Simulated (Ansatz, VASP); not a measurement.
# InAs in two plane-wave programs, part 3 of 3

Wanted: the spread between two codes on one cell, functional and k mesh. The cell is taken from a series of runs on this material, whose earlier steps may have relaxed, scaled, displaced or heated it; both programs get it as it stands.

VASP 6.6.1 and Ansatz 0.2.0.

So far: Set-up; Ansatz: zone-centre phonons, PBEsol; VASP: zone-centre phonons, PBEsol.

## Step 3: VASP: zone-centre phonons, PBEsol (continued)

Level of this step: PBEsol; plane waves and PAW (As, In_d) (VASP).

Numbers of over 12 decimals in the logs are rounded to 6 here.

From OUTCAR (step 3):

```text
ion  position               nearest neighbor table
   1  0.750  0.750  0.750-   2 2.63   2 2.63   2 2.63   2 2.63
   2  0.000  0.000  0.000-   1 2.63   1 2.63   1 2.63   1 2.63

  LATTYP: Found a trigonal (rhomboedric) cell.
 ALAT       =     4.2896014137
 COS(alpha) =     0.4998153693

 Subroutine GETGRP returns: Found  6 space group operations
 (whereof  6 operations were pure point group operations)

The static configuration has the point symmetry C_3v.

   k-points           NKPTS =   1728   k-points in BZ     NKDIM =   1728   number of bands    NBANDS=     15

   dimension x,y,z NGX =    32 NGY =   32 NGZ =   32
   dimension x,y,z NGXF=    64 NGYF=   64 NGZF=   64

   ENCUT  =  500.0 eV  36.75 Ry    6.06 a.u.   7.82  7.82  7.82*2*pi/ulx,y,z

   NELECT =      18.0000    total number of electrons

 k-points in reciprocal lattice and weights: Points of the shifted mesh
   0.04166667  0.04166667  0.04166667       0.001
   0.04166667  0.04166667  0.12500000       0.001
   0.04166667  0.04166667  0.20833333       0.001
   0.04166667  0.04166667  0.29166667       0.001
   0.04166667  0.04166667  0.37500000       0.001
   0.04166667  0.04166667  0.45833333       0.001
   0.04166667  0.04166667  0.54166667       0.001
   0.04166667  0.04166667  0.62500000       0.001
   0.04166667  0.04166667  0.70833333       0.001
[...]
0.95833333  0.95833333  0.87500000       0.001
   0.95833333  0.95833333  0.95833333       0.001

 average (electrostatic) potential at core
       1 -49.5947       2 -96.5167

  Total        0.2283656      0.2283656      0.2283656      0.0004817      0.0004817      0.0004817
  in kB        6.5536806      6.5536806      6.5536806      0.0138225      0.0138225      0.0138225
  external PRESSURE =       6.5536806 kB  Pullay stress =       0.0000000 kB

  energy-cutoff  :      500.00
  volume of cell :       55.83
      direct lattice vectors                 reciprocal lattice vectors
    -0.000559997  3.033206222  3.033206222    -0.164796429  0.164826860  0.164826860
     3.033206222 -0.000559997  3.033206222     0.164826860 -0.164796429  0.164826860
     3.033206222  3.033206222 -0.000559997     0.164826860  0.164826860 -0.164796429

 POSITION                                       TOTAL-FORCE (eV/Angst)
 -----------------------------------------------------------------------------------
      4.54924      4.54924      4.54924        -0.000306     -0.000306     -0.000306
      0.00015      0.00015      0.00015         0.000306      0.000306      0.000306
 -----------------------------------------------------------------------------------
    total drift:                                0.000010      0.000010      0.000010

 Eigenvectors and eigenvalues of the dynamical matrix
 ----------------------------------------------------

   1 f  =    6.377321 THz    40.069890 2PiTHz  212.724534 cm-1    26.374469 meV
             X         Y         Z           dx          dy          dz
      4.549236  4.549236  4.549236     0.449347    0.449347    0.449347
      0.000154  0.000154  0.000154    -0.362520   -0.362520   -0.362520

   2 f  =    6.373789 THz    40.047695 2PiTHz  212.606704 cm-1    26.359860 meV
             X         Y         Z           dx          dy          dz
      4.549236  4.549236  4.549236     0.550315   -0.550315    0.000000
      0.000154  0.000154  0.000154    -0.444020    0.444020   -0.000000

   3 f  =    6.373789 THz    40.047695 2PiTHz  212.606704 cm-1    26.359860 meV
             X         Y         Z           dx          dy          dz
      4.549236  4.549236  4.549236     0.317724    0.317724   -0.635449
      0.000154  0.000154  0.000154    -0.256355   -0.256355    0.512710

   4 f/i=    0.003618 THz     0.022735 2PiTHz    0.120695 cm-1     0.014964 meV
             X         Y         Z           dx          dy          dz
      4.549236  4.549236  4.549236    -0.435582   -0.016420    0.452002
      0.000154  0.000154  0.000154    -0.539857   -0.020351    0.560208

   5 f/i=    0.003618 THz     0.022735 2PiTHz    0.120695 cm-1     0.014964 meV
             X         Y         Z           dx          dy          dz
      4.549236  4.549236  4.549236    -0.270444    0.512447   -0.242004
      0.000154  0.000154  0.000154    -0.335186    0.635123   -0.299937

   6 f/i=    0.003917 THz     0.024613 2PiTHz    0.130665 cm-1     0.016200 meV
             X         Y         Z           dx          dy          dz
      4.549236  4.549236  4.549236    -0.362520   -0.362520   -0.362520
      0.000154  0.000154  0.000154    -0.449347   -0.449347   -0.449347

 ELASTIC MODULI CONTR FROM IONIC RELAXATION (kBar)
 Direction    XX          YY          ZZ          XY          YZ          ZX
 --------------------------------------------------------------------------------
 XX          -0.0010      0.0003      0.0003     -0.0327      0.4870     -0.1047
 YY           0.0003     -0.0010      0.0003     -0.1047     -0.0327      0.4870
 ZZ           0.0003      0.0003     -0.0010      0.4870     -0.1047     -0.0327
 XY          -0.0327     -0.1047      0.4870   -246.0979      0.8054      0.8054
 YZ           0.4870     -0.0327     -0.1047      0.8054   -246.0979      0.8054
 ZX          -0.1047      0.4870     -0.0327      0.8054      0.8054   -246.0979
 --------------------------------------------------------------------------------
```

The gap is read on the k-mesh alone, so it is an upper bound where the band edges lie off the mesh. Energies printed during the response cycles are not total energies of the cell.

## Step 4: Differences

Known differences besides the potentials themselves: the data sets hold 28 valence electrons in Ansatz (on its PAW soft_1 files) and 18 in VASP; the cutoff is 420 eV in Ansatz and 500 eV in VASP; Ansatz makes its cores anew for this functional, VASP keeps those of its PBE data sets. Total energies have different zeros and are not compared.

The two programs side by side:

```tsv
quantity	Ansatz	VASP	difference
optical mode 1 to 3 (cm⁻¹)	212.3	212.6	-0.16 %
```

Modes are paired by rising frequency, not by their patterns, so a pair may set unlike modes beside each other; they are those without the splitting of longitudinal modes.

## Step 5: What came out

| Item | Value |
| --- | --- |
| r.m.s. difference of the optical zone-centre modes, each program's sorted by frequency (zone-centre phonons, PBEsol) | 0.34 cm⁻¹ |

The r.m.s. difference of the optical zone-centre modes, each program's sorted by frequency is 0.34 cm⁻¹ (zone-centre phonons, PBEsol). The data sets hold unlike numbers of valence electrons (28 in Ansatz and 18 in VASP), so part of the differences comes from the potentials. Such differences can come from data sets, numerical settings and the points named under the comparisons, not from the functional's error against experiment.

[Lines on the potential files, build, host, timing and source positions are cut from VASP's logs without a mark.]

[Logs are printed without paths, hosts, clocks, repeated set-up lines and the standing remarks that a program may print on its own settings, such as how far it seeks lower states.]

[Hosts, paths, dates, database ids (printed as entryN), source tags and the programs' standing remarks are cut or masked in the printed files.]
